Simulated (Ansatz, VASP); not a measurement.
## Cross-check of Zn10In18O37 (partly crystallised 47In2O3-53ZnO (mol %)) between VASP and Ansatz

Wanted: the spread between two codes on one cell, functional and k mesh. Of the first pair: The structure shown is the start of the Ansatz relaxation below; VASP solves that cell, so the two are compared at the walk's first step.

Calculated with Ansatz 0.2.0; plane waves, with VASP 6.6.1 beside it; single point at PBE.

### Step 1. Starting point

The cell holds 65 atoms: 18 In, 10 Zn and 37 O. Its edges and angles: a = 9.452 Å, b = 9.227 Å, c = 9.149 Å, α = 89.7°, β = 88.3°, γ = 84.9°. As first built, before any earlier steps moved the atoms (in the runner's words): 65 atoms (18 Sc, 10 Zn, 37 O) placed at random at 4.13 g/cm^3, melted at 5000 K for 10 ps at fixed volume with the Morse and Coulomb pair potential with partial charges (Pedone, Malavasi, Menziani, Cormack and Segre, J. Phys. Chem. B 110, 11780 (2006)). Quenched from 5000 K to 300 K at 300 K/ps and fixed volume, held 10 ps at zero pressure, then minimised at fixed cell. Then Sc was replaced by In and the cell scaled by 1.027 (the potential has no terms for the new elements, so the cell is a start for a DFT relaxation).

### Step 2. Ansatz: relaxation, PBE

Ansatz runs on its PAW soft_1 files.

The two programs are compared at the cell with which this relaxation starts, whose forces are those of its first step.

input.yaml

```yaml
crystal:
  lattice:
    - [9.44201, 0.41572, 0.13477]
    - [0.41572, 9.21739, 0.01707]
    - [0.13477, 0.01707, 9.1483]
  atoms:
    - { symbol: In, position: [0.7873, 0.55871, 0.31635] }
    - { symbol: In, position: [0.04929, 0.07843, 0.18478] }
    - { symbol: In, position: [0.29337, 0.54686, 0.91857] }
    - { symbol: In, position: [0.26482, 0.91331, 0.47845] }
    - { symbol: In, position: [0.60256, 0.90504, 0.46721] }
    - { symbol: In, position: [0.94854, 0.58132, 0.97979] }
    - { symbol: In, position: [0.75849, 0.06295, 0.71233] }
    - { symbol: In, position: [0.93722, 0.87883, 0.45186] }
    - { symbol: In, position: [0.24169, 0.54202, 0.47599] }
    - { symbol: In, position: [0.39614, 0.24698, 0.58734] }
    - { symbol: In, position: [0.96864, 0.25243, 0.46256] }
    - { symbol: In, position: [0.1379, 0.72874, 0.20394] }
    - { symbol: In, position: [0.06524, 0.37192, 0.74122] }
    - { symbol: In, position: [0.41994, 0.06748, 0.20028] }
    - { symbol: In, position: [0.09685, 0.87971, 0.82154] }
    - { symbol: In, position: [0.76509, 0.92393, 0.09081] }
    - { symbol: In, position: [0.62327, 0.57559, 0.96706] }
    - { symbol: In, position: [0.47075, 0.67294, 0.6731] }
    - { symbol: Zn, position: [0.13809, 0.38721, 0.18176] }
    - { symbol: Zn, position: [0.44779, 0.91587, 0.83484] }
    - { symbol: Zn, position: [0.23534, 0.16449, 0.93903] }
    - { symbol: Zn, position: [0.79532, 0.24652, 0.03991] }
    - { symbol: Zn, position: [0.46031, 0.41958, 0.23183] }
    - { symbol: Zn, position: [0.69904, 0.20372, 0.33616] }
    - { symbol: Zn, position: [0.71231, 0.38149, 0.64677] }
    - { symbol: Zn, position: [0.53502, 0.22754, 0.91631] }
    - { symbol: Zn, position: [0.46918, 0.74059, 0.24675] }
    - { symbol: Zn, position: [0.80834, 0.7027, 0.69336] }
    - { symbol: O, position: [0.23508, 0.18647, 0.15498] }
    - { symbol: O, position: [0.82065, 0.1099, 0.18408] }
    - { symbol: O, position: [0.427, 0.06689, 0.96444] }
    - { symbol: O, position: [0.07592, 0.04391, 0.43061] }
    - { symbol: O, position: [0.44609, 0.71113, 0.9051] }
    - { symbol: O, position: [0.59244, 0.90456, 0.23432] }
    - { symbol: O, position: [0.41717, 0.06313, 0.45099] }
    - { symbol: O, position: [0.47034, 0.41893, 0.98181] }
    - { symbol: O, position: [0.79689, 0.43046, 0.98617] }
    - { symbol: O, position: [0.7609, 0.37491, 0.43609] }
    - { symbol: O, position: [0.97065, 0.58113, 0.20409] }
    - { symbol: O, position: [0.92088, 0.88595, 0.69054] }
    - { symbol: O, position: [0.13213, 0.71422, 0.97377] }
    - { symbol: O, position: [0.89095, 0.251, 0.67884] }
    - { symbol: O, position: [0.76031, 0.04981, 0.47992] }
    - { symbol: O, position: [0.44779, 0.75065, 0.46666] }
    - { symbol: O, position: [0.12956, 0.41254, 0.95966] }
    - { symbol: O, position: [0.96632, 0.57781, 0.75659] }
    - { symbol: O, position: [0.24393, 0.22428, 0.74151] }
    - { symbol: O, position: [0.7202, 0.09168, 0.92845] }
    - { symbol: O, position: [0.96392, 0.87671, 0.21876] }
    - { symbol: O, position: [0.66056, 0.56661, 0.72449] }
    - { symbol: O, position: [0.42333, 0.40953, 0.44675] }
    - { symbol: O, position: [0.98486, 0.29142, 0.24801] }
    - { symbol: O, position: [0.78121, 0.73122, 0.46556] }
    - { symbol: O, position: [0.60703, 0.88563, 0.69414] }
    - { symbol: O, position: [0.26684, 0.53253, 0.22665] }
    - { symbol: O, position: [0.59535, 0.57814, 0.20546] }
    - { symbol: O, position: [0.13276, 0.74086, 0.44328] }
    - { symbol: O, position: [0.11119, 0.38831, 0.52147] }
    - { symbol: O, position: [0.07187, 0.05106, 0.95712] }
    - { symbol: O, position: [0.58314, 0.23566, 0.70253] }
    - { symbol: O, position: [0.55083, 0.23242, 0.20738] }
    - { symbol: O, position: [0.30178, 0.87088, 0.23537] }
    - { symbol: O, position: [0.77289, 0.73933, 0.97321] }
    - { symbol: O, position: [0.28242, 0.88139, 0.70453] }
    - { symbol: O, position: [0.30756, 0.54484, 0.69402] }
kpoints:
  mp_grid: { grid: [2, 2, 2] }
hamiltonian:
  xc: pbe
  pseudopotentials: { kind: paw, azcp: { folder: soft_1 } }
scf:
  occupations: { method: fermi_dirac, width: 0.025 }
output:
  forces: true
  eigenvalues: true
  stress: true
relax:
  f_tol: 0.05
  max_steps: 70
```

Command:

```console
> ansatz run input.yaml --threads 16 --pin off --max-ram 31232MiB --backend cpu --events-out ev --progress --plain --runs-dir out
```

Numbers of over 12 decimals in the logs are rounded to 6 here.

Output:

```text
Warning: output.stress: scf.convergence.dr2_threshold = 1e-7 eV (the SCF's general default) is looser than the 6.5e-9 eV advised for a printed stress (1e-10 eV for each atom of the cell: 65). What an SCF threshold leaves in a stress goes as its square root, and in the free energy as the threshold itself, and one threshold admits the most on a small cell: [figures from the program's tests cut] Every solve of this run  [...]
Engine: ansatz 0.2.0, aarch64-unknown-linux-gnu
Pseudopotentials: kind: paw
Pseudopotential: In, paw, valence charge 13, recommended cutoff 420 eV (normal), soft_1/In.paw.azcp
Pseudopotential: Zn, paw, valence charge 12, recommended cutoff 420 eV (normal), soft_1/Zn.paw.azcp
Pseudopotential: O, paw, valence charge 6, recommended cutoff 420 eV (normal), soft_1/O.paw.azcp
Functional definition: PBE
  parameter kappa = 0.804
  parameter beta = 0.066725
  exchange = pbe_x(kappa = kappa, mu = beta*pi^2/3)
  correlation = pbe_c(beta = beta)
Crystal: 65 atoms, lattice volume = 794.434 Å³
Basis set: ecut = 420 eV, 15533 PW (Γ), exchange–correlation on 128×128×128 points (8 copies of the dense FFT grid, shifted against one another)
Bands: 353, of which v1, the nominal top of the filled ones, is band 288 counted from 1 (287 counted from 0)
Symmetry: 1 space group operations
Space group: P1 (ITA 1), of the structure as read, at distance tolerance 9.3e-5 Å
k-points: 8
Non-local potential: In, projectors of the file, l = 0: 2, l = 1: 2, l = 2: 2, l = 3: 1
Non-local potential: Zn, projectors of the file, l = 0: 2, l = 1: 2, l = 2: 3, l = 3: 1
Non-local potential: O, projectors of the file, l = 0: 2, l = 1: 2, l = 2: 1
PAW form: soft (Blöchl's): semilocal exchange-correlation on the pseudo side does not see the compensation charge
PAW one-centre angular grid: In, 590 points (default); XC on 64 Gauss nodes
PAW one-centre angular grid: Zn, 590 points (default); XC on 64 Gauss nodes
PAW one-centre angular grid: O, 110 points (default); XC on 64 Gauss nodes
Initial density: superposition of atomic densities (chi_scale 0.1, normalization cell, long waves kept (reshape's long-wave potential 0.23 eV rms))
Initial wavefunctions: pseudopotential atomic-orbital guess
Functional: x = pbe(κ = 0.804, μ = 0.219515), c = pbe(β = 0.066725)
SCF iter   1: F=—  HF=-154952.159498 eV  |F-HF|=—  |Δ(HF+E_count)|=         —  Δρ=8.26e-2  dr2=3.75e1  ethr=3.10e-3  ⟨swp⟩=6.0  Hψ=12042  notcnv=0  defer=63
preconditioner: auto → Resta (q_TF=auto, 2.586 Å⁻¹)  ε∞=4.9  [insulator: Δε(μ)=1.385 eV  Ē_g=16.091 eV  σ=0.025 eV  W_gap=1.00  n_scr=232 (ndim 8)  ℏωp=31.6 eV  f_vac=0.008  D(μ)=0.00/eV (n_scr^D=0)  ε∞_Penn≈4.9]
SCF iter   2: F=—  HF=-154943.731172 eV  |F-HF|=—  |Δ(HF+E_count)|=    8.43e0  Δρ=3.22e-2  dr2=7.74e0  ethr=3.10e-3  ⟨swp⟩=2.0  Hψ=4587  notcnv=0  defer=469
SCF iter   3: F=—  HF=-154941.944047 eV  |F-HF|=—  |Δ(HF+E_count)|=    1.79e0  Δρ=1.58e-2  dr2=1.89e0  ethr=1.34e-3  ⟨swp⟩=2.1  Hψ=4587  notcnv=0  defer=470
SCF iter   4: F=—  HF=-154941.583251 eV  |F-HF|=—  |Δ(HF+E_count)|=   3.61e-1  Δρ=6.31e-3  dr2=2.34e-1  ethr=3.28e-4  ⟨swp⟩=3.1  Hψ=3730  notcnv=0  defer=470
SCF iter   5: F=—  HF=-154941.641170 eV  |F-HF|=—  |Δ(HF+E_count)|=   5.79e-2  Δρ=1.23e-3  dr2=1.47e-2  ethr=4.07e-5  ⟨swp⟩=2.0  Hψ=4500  notcnv=0  defer=474
SCF iter   6: F=—  HF=-154941.649480 eV  |F-HF|=—  |Δ(HF+E_count)|=   8.31e-3  Δρ=6.72e-4  dr2=3.20e-3  ethr=2.55e-6  ⟨swp⟩=2.8  Hψ=4620  notcnv=0  defer=474
SCF iter   7: F=—  HF=-154941.652445 eV  |F-HF|=—  |Δ(HF+E_count)|=   2.96e-3  Δρ=4.63e-4  dr2=9.49e-4  ethr=5.56e-7  ⟨swp⟩=2.0  Hψ=3638  notcnv=0  defer=474
SCF iter   8: F=—  HF=-154941.652178 eV  |F-HF|=—  |Δ(HF+E_count)|=   2.67e-4  Δρ=1.52e-4  dr2=1.03e-4  ethr=1.65e-7  ⟨swp⟩=2.0  Hψ=3638  notcnv=0  defer=474
SCF iter   9: F=-154941.652277 eV  HF=-154941.652259 eV  |F-HF|=1.73e-5  |Δ(HF+E_count)|=   8.16e-5  Δρ=3.90e-5  dr2=1.40e-5  ethr=1.09e-8  ⟨swp⟩=10.0  Hψ=15282  notcnv=0
SCF 1 converged in 9 iterations: F = -154941.652277 eV  dr2 = 1.40e-5
[...]
k-point 7: bands = [... 284 lower, 9.0824, 9.1683, 9.2944, 9.3977, 12.1136, 12.4094, 12.4880, 12.5080, ... 61 higher]
--- Relaxed structure (10 steps of the walk, 9 accepted, 0 SCFs on fresh bases) ---
  F+E_penalty+E_count = -154943.25467500 eV   max|allowed force component| = 2.045e-2 eV/Å
  atoms:
    - { symbol: In, position: [0.803412, 0.529300, 0.313227] }
    - { symbol: In, position: [0.040751, 0.093138, 0.200427] }
    - { symbol: In, position: [0.296672, 0.556168, 0.939387] }
    - { symbol: In, position: [0.261966, 0.915278, 0.482959] }
    - { symbol: In, position: [0.601236, 0.881459, 0.452442] }
    - { symbol: In, position: [0.953600, 0.582805, 0.968529] }
    - { symbol: In, position: [0.739705, 0.059166, 0.698171] }
    - { symbol: In, position: [0.931515, 0.868411, 0.455372] }
    - { symbol: In, position: [0.262705, 0.551537, 0.469688] }
    - { symbol: In, position: [0.385605, 0.247677, 0.586393] }
    - { symbol: In, position: [0.964098, 0.251398, 0.486569] }
    - { symbol: In, position: [0.134036, 0.741756, 0.200125] }
    - { symbol: In, position: [0.087743, 0.385101, 0.731179] }
    - { symbol: In, position: [0.412124, 0.069053, 0.207098] }
    - { symbol: In, position: [0.092824, 0.904306, 0.819806] }
    - { symbol: In, position: [0.766902, 0.924601, 0.087913] }
    - { symbol: In, position: [0.633648, 0.567915, 0.971887] }
    - { symbol: In, position: [0.461572, 0.675774, 0.683258] }
    - { symbol: Zn, position: [0.132340, 0.402918, 0.203200] }
    - { symbol: Zn, position: [0.450484, 0.920869, 0.845793] }
    - { symbol: Zn, position: [0.228059, 0.189779, 0.947912] }
    - { symbol: Zn, position: [0.861390, 0.219541, -0.035967] }
    - { symbol: Zn, position: [0.471687, 0.417067, 0.228048] }
    - { symbol: Zn, position: [0.704591, 0.205745, 0.321714] }
    - { symbol: Zn, position: [0.697878, 0.378021, 0.660321] }
    - { symbol: Zn, position: [0.549822, 0.222993, 0.945622] }
    - { symbol: Zn, position: [0.457913, 0.732740, 0.216167] }
    - { symbol: Zn, position: [0.799691, 0.708469, 0.702928] }
    - { symbol: O, position: [0.225226, 0.203280, 0.176337] }
    - { symbol: O, position: [0.823665, 0.126648, 0.161595] }
    - { symbol: O, position: [0.410939, 0.074711, 0.971424] }
    - { symbol: O, position: [0.070935, 0.045749, 0.439805] }
    - { symbol: O, position: [0.447412, 0.721195, 0.937013] }
    - { symbol: O, position: [0.587722, 0.894861, 0.221131] }
    - { symbol: O, position: [0.422529, 0.057983, 0.450878] }
    - { symbol: O, position: [0.474041, 0.418603, 0.985129] }
    - { symbol: O, position: [0.812129, 0.419874, 0.993010] }
    - { symbol: O, position: [0.748828, 0.363361, 0.454300] }
    - { symbol: O, position: [0.981710, 0.587479, 0.198151] }
    - { symbol: O, position: [0.916991, 0.892743, 0.690789] }
    - { symbol: O, position: [0.127938, 0.730073, 0.966926] }
    - { symbol: O, position: [0.888478, 0.252344, 0.707216] }
    - { symbol: O, position: [0.754201, 0.042156, 0.466620] }
    - { symbol: O, position: [0.432747, 0.731313, 0.460482] }
    - { symbol: O, position: [0.137065, 0.407350, 0.962178] }
    - { symbol: O, position: [0.975075, 0.584681, 0.737785] }
    - { symbol: O, position: [0.226037, 0.192108, 0.730928] }
    - { symbol: O, position: [0.717279, 0.077171, 0.918498] }
    - { symbol: O, position: [0.952943, 0.883039, 0.221528] }
    - { symbol: O, position: [0.653631, 0.566494, 0.733878] }
    - { symbol: O, position: [0.442453, 0.407767, 0.444342] }
    - { symbol: O, position: [0.962986, 0.318778, 0.271335] }
[...]
- { symbol: O, position: [0.141927, 0.374227, 0.502519] }
    - { symbol: O, position: [0.048597, 0.080019, 0.959452] }
    - { symbol: O, position: [0.568649, 0.230562, 0.712829] }
    - { symbol: O, position: [0.552953, 0.224667, 0.189481] }
    - { symbol: O, position: [0.291599, 0.883240, 0.232647] }
    - { symbol: O, position: [0.776954, 0.742564, 0.953512] }
    - { symbol: O, position: [0.287835, 0.870165, 0.709948] }
    - { symbol: O, position: [0.305579, 0.524929, 0.705323] }
```

(Part 1 of 3 ends here.)

[Lines on the potential files, build, host, timing and source positions are cut from VASP's logs without a mark.]

[Logs are printed without paths, hosts, clocks, repeated set-up lines and the standing remarks that a program may print on its own settings, such as how far it seeks lower states.]

[Hosts, paths, dates, database ids (printed as entryN), source tags and the programs' standing remarks are cut or masked in the printed files.]
